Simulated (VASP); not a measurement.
Wanted: the native input for a VASP 6.6.1 run.

```yaml
Task: relaxation of cell and atoms
Functional: PBEsol
Potentials_or_basis: VASP PAW PBE potentials, release 64 (Ga_d, As, P)
Cutoff: 600 eV
k_mesh: 2 × 2 × 2
Occupations: gaussian, width 0.02 eV
Spin: no spin polarisation
Further_INCAR_settings: ALGO = Normal; EDIFF = 1e-06; IBRION = 2; EDIFFG = -0.01; NSW = 60; ISIF = 3
```

The structure of Ga4As3P lies in POSCAR:

```
Ga4As3P
1.0
   -2.8377714100      2.8377714100      0.0000000000
   -2.8377714100     -5.6755428200      2.8377714100
    2.8377714100      2.8377714100      5.6755428200
Ga As P
4 3 1
Direct
    0.0000000000      0.0000000000      0.0000000000
    0.7500000000      0.5000000000      0.2500000000
    0.5000000000      0.0000000000      0.5000000000
    0.2500000000      0.5000000000      0.7500000000
    0.5625000000      0.1250000000      0.1875000000
    0.3125000000      0.6250000000      0.4375000000
    0.0625000000      0.1250000000      0.6875000000
    0.8125000000      0.6250000000      0.9375000000
```

The cell comes from a database or a generator and needn't be the stable form of this composition.

One way to write it, as run:

INCAR

```
ALGO = Normal
EDIFF = 1E-6
EDIFFG = -0.01
ENCUT = 600
GGA = PS
IBRION = 2
ISIF = 3
ISMEAR = 0
KPAR = 2
LASPH = T
LCHARG = F
LREAL = F
LWAVE = F
NELM = 80
NSW = 60
PREC = Accurate
SIGMA = 0.02
```

KPOINTS

```
k-points
0
Gamma
  2 2 2
```

Potentials or basis: VASP PAW PBE potentials, release 64 (Ga_d, As, P).

Launch:

```console
$ cat potpaw_PBE.64/Ga_d/POTCAR potpaw_PBE.64/As/POTCAR potpaw_PBE.64/P/POTCAR > POTCAR
$ mpirun -np 2 vasp_std > vasp.out
```

Results of the run:

```
Relaxed volume                         : 22.32 Å³/atom
Relaxed cell                           : a = 4.232 Å, b = 6.805 Å, c = 6.682 Å, α = 101.84°, β = 90.00°, γ = 108.12°
Space group after relaxing (to 0.05 Å) : Cm (No. 8)
Energy gained by relaxing              : 35.7 meV/atom
Ionic steps                            : 14
Pressure after relaxing                : 0.0 GPa
Largest force after relaxing           : 0.009 eV/Å
Band gap on the k mesh                 : 0.31 eV, direct
```

Caveat: the k mesh is coarse (spacing up to 0.82 Å⁻¹), so the values aren't converged; the PAW data sets were made with another functional, which shifts forces and pressure a little.

Run time: 7.4 min on 2 MPI ranks on AMD EPYC 7R43 64-Core Processor (Zen 3), with other jobs on the host, peak memory 0.31 GiB a rank.
